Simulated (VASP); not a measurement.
Level of theory: PBEsol GGA, VASP's PBE PAW potentials (set 64) (plane waves; VASP).

Input for VASP

POSCAR:
```
YTe
3.72830
  0.9999999859   0.0000000000   0.0000000000
  0.0000000000   0.9999999859   0.0000000000
  0.0000000000   0.0000000000   0.9999999859
Y Te
1 1
Cart
  0.0000000000   0.0000000000   0.0000000000
  0.4999999930   0.4999999930   0.4999999930
```

### KPOINTS
```
k-points along high-symmetry lines
15
Line-mode
Reciprocal
  0.000000   0.000000   0.000000 ! GAMMA
  0.000000   0.500000   0.000000 ! X

  0.000000   0.500000   0.000000 ! X
  0.500000   0.500000   0.000000 ! M

  0.500000   0.500000   0.000000 ! M
  0.000000   0.000000   0.000000 ! GAMMA

  0.000000   0.000000   0.000000 ! GAMMA
  0.500000   0.500000   0.500000 ! R

  0.500000   0.500000   0.500000 ! R
  0.000000   0.500000   0.000000 ! X

  0.500000   0.500000   0.500000 ! R
  0.500000   0.500000   0.000000 ! M
```

INCAR:
```
# general
SYSTEM  = YTe
PREC    = Accurate
ENCUT   = 400
LREAL   = .FALSE.
LASPH   = .TRUE.
ICHARG  = 11

# electronic loop
EDIFF   = 1E-7
NELM    = 100
ALGO    = Normal
LMAXMIX = 4

# smearing
ISMEAR  = 0
SIGMA   = 0.05

# functional
GGA     = PS

# output
LWAVE   = .FALSE.
LCHARG  = .FALSE.
LORBIT  = 11
```

POTCAR, in this order: Y_sv Te (PBE.64 set). Program: vasp_std. Read from the step before: CHGCAR.

What VASP printed:

OUTCAR:
```
 ion  position               nearest neighbor table
   1  0.000  0.000  0.000-   2 3.23   2 3.23   2 3.23   2 3.23   2 3.23   2 3.23   2 3.23   2 3.23
  LATTYP: Found a simple cubic cell.
 ALAT       =     3.7282999475
 Subroutine PRICEL returns:
 Original cell was already a primitive cell.
 Subroutine GETGRP returns: Found 48 space group operations
The static configuration has the point symmetry O_h .
The dynamic configuration has the point symmetry O_h .
 Subroutine INISYM returns: Found 48 space group operations
   k-points           NKPTS =     90   k-points in BZ     NKDIM =     90   number of bands    NBANDS=     12
   number of dos      NEDOS =    301   number of ions     NIONS =      2
   total plane-waves  NPLWV =  13824
   dimension x,y,z NGX =    24 NGY =   24 NGZ =   24
   dimension x,y,z NGXF=    48 NGYF=   48 NGZF=   48
   ions per type =               1   1
   PREC   = accura    normal or accurate (medium, high low for compatibility)
   ISTART =      0    job   : 0-new  1-cont  2-samecut
   ICHARG =     11    charge: 1-file 2-atom 10-const
   ISPIN  =      1    spin polarized calculation?
   LNONCOLLINEAR =      F non collinear calculations
   LSORBIT =      F    spin-orbit coupling
   INIWAV =      1    electr: 0-lowe 1-rand  2-diag
   ENCUT  =  400.0 eV  29.40 Ry    5.42 a.u.   6.08  6.08  6.08*2*pi/ulx,y,z
   NELM   =    100;   NELMIN=  2; NELMDL= -5     # of ELM steps
   EDIFF  = 0.1E-06   stopping-criterion for ELM
   LREAL  =      F    real-space projection
   NLSPLINE    = F    spline interpolate recip. space projectors
   LMAXMIX     =    4 max onsite mixed and CHGCAR
   VOSKOWN=      0    Vosko Wilk Nusair interpolation
   EDIFFG = 0.1E-05   stopping-criterion for IOM
   NSW    =      0    number of steps for IOM
   NBLOCK =      1;   KBLOCK =      1    inner block; outer block
   IBRION =     -1    ionic relax: 0-MD 1-quasi-New 2-CG
   NFREE  =      0    steps in history (QN), initial steepest desc. (CG)
   ISIF   =      2    stress and relaxation
   ISYM   =      2    0-nonsym 1-usesym 2-fastsym
   TEIN   =    0.0    initial temperature
   TEBEG  =    0.0;   TEEND  =   0.0 temperature during run
   SMASS  =  -3.00    Nose mass-parameter (am)
   PSTRESS=    0.0 pullay stress
   NELECT =      17.0000    total number of electrons
   EFERMI =   0.00;   METHOD = LEGACY
   ISMEAR =     0;   SIGMA  =   0.05  broadening in eV -4-tet -1-fermi 0-gaus
   IALGO  =     38    algorithm
   LDIAG  =      T    sub-space diagonalisation (order eigenvalues)
   IMIX   =      4    mixing-type and parameters
     AMIX     =   0.40;   BMIX     =  1.00
     AMIX_MAG =   1.60;   BMIX_MAG =  1.00
     AMIN     =   0.10
   GGA     = PS    functional components
   VOSKOWN =     0    Vosko Wilk Nusair interpolation
   LHFCALC =     F    Hartree Fock is set to
   LHFONE  =     F    Hartree Fock one center treatment
   AEXX    =    0.0000 exact exchange contribution
   IVDW    =     0    specifies the selected vdW correction
   LEPSILON=     F    determine dielectric tensor
   LRPA    =     F    only Hartree local field effects (RPA)
  energy-cutoff  :      400.00
  volume of cell :       51.82
      direct lattice vectors                 reciprocal lattice vectors
     3.728299948  0.000000000  0.000000000     0.268218763  0.000000000  0.000000000
     0.000000000  3.728299948  0.000000000     0.000000000  0.268218763  0.000000000
     0.000000000  0.000000000  3.728299948     0.000000000  0.000000000  0.268218763
 k-point     1 :   0.0000 0.0000 0.0000  plane waves:     925
 k-point     2 :   0.0000 0.0357 0.0000  plane waves:     933
 k-point     3 :   0.0000 0.0714 0.0000  plane waves:     933
 k-point     4 :   0.0000 0.1071 0.0000  plane waves:     944
 k-point     5 :   0.0000 0.1429 0.0000  plane waves:     936
 k-point     6 :   0.0000 0.1786 0.0000  plane waves:     944
 k-point     7 :   0.0000 0.2143 0.0000  plane waves:     936
 k-point     8 :   0.0000 0.2500 0.0000  plane waves:     932
 k-point     9 :   0.0000 0.2857 0.0000  plane waves:     944
 k-point    10 :   0.0000 0.3214 0.0000  plane waves:     932
 k-point    11 :   0.0000 0.3571 0.0000  plane waves:     936
...
```

File OSZICAR:
```
       N       E                     dE             d eps       ncg     rms          rms(c)
DAV:   1     0.466534119212E+02    0.46653E+02   -0.69512E+03  2160   0.104E+03
DAV:   2    -0.965788089065E+01   -0.56311E+02   -0.53384E+02  2616   0.200E+02
DAV:   3    -0.125479727216E+02   -0.28901E+01   -0.27843E+01  3028   0.352E+01
DAV:   4    -0.126585769695E+02   -0.11060E+00   -0.11033E+00  3052   0.700E+00
DAV:   5    -0.126617211447E+02   -0.31442E-02   -0.31413E-02  2992   0.915E-01
DAV:   6    -0.126617684480E+02   -0.47303E-04   -0.47298E-04  3036   0.105E-01
DAV:   7    -0.126617694007E+02   -0.95266E-06   -0.95285E-06  2960   0.118E-02
DAV:   8    -0.126617694152E+02   -0.14477E-07   -0.14094E-07  2232   0.136E-03
   1 F= -.12661769E+02 E0= -.12660225E+02  d E =-.308967E-02
```

**OUTCAR**
```
 val. band max:        6.8696349765   @ k =   0.4643   0.5000   0.0000

 cond. band min:       6.8780303802   @ k =   0.0714   0.0714   0.0000



 k-point     1 :       0.0000    0.0000    0.0000
  band No.  band energies     occupation
      1     -35.8214      2.00000
      2     -15.7710      2.00000
      3     -15.7710      2.00000
      4     -15.7710      2.00000
      5      -5.7999      2.00000
      6       5.8008      2.00000
      7       5.8008      2.00000
      8       5.8008      2.00000
      9       6.0374      2.00000
     10       6.0374      2.00000
     11       9.1850      0.00000
     12      10.1780      0.00000

 k-point     2 :       0.0000    0.0357    0.0000
  band No.  band energies     occupation
      1     -35.8212      2.00000
      2     -15.7745      2.00000
      3     -15.7707      2.00000
      4     -15.7707      2.00000
      5      -5.7881      2.00000
      6       5.4910      2.00000
      7       5.7913      2.00000
      8       5.7913      2.00000
      9       6.0459      2.00000
     10       6.2903      2.00000
     11       9.2703      0.00000
     12      10.1867      0.00000

 k-point     3 :       0.0000    0.0714    0.0000
  band No.  band energies     occupation
      1     -35.8207      2.00000
      2     -15.7846      2.00000
      3     -15.7697      2.00000
      4     -15.7697      2.00000
      5      -5.7529      2.00000
      6       5.0414      2.00000
      7       5.7637      2.00000
      8       5.7637      2.00000
      9       6.0713      2.00000
     10       6.5867      2.00000
     11       9.5063      0.00000
     12      10.1945      0.00000

 k-point     4 :       0.0000    0.1071    0.0000
  band No.  band energies     occupation
      1     -35.8198      2.00000
      2     -15.8009      2.00000
      3     -15.7680      2.00000
      4     -15.7680      2.00000
      5      -5.6952      2.00000
      6       4.5556      2.00000
      7       5.7195      2.00000
...
```

The density is held fixed in this step, so its total energy and stress have no physical meaning. Unless said otherwise, spin-orbit coupling is left out, though it shifts the bands of the heavy elements here.

The structure was generated: YTe was put into the CsCl type type (Pm-3m), which need not be its known phase. It was relaxed first, which changed the volume by -33 %. The electron count is odd and the run is not spin-polarised, which forces a metal.
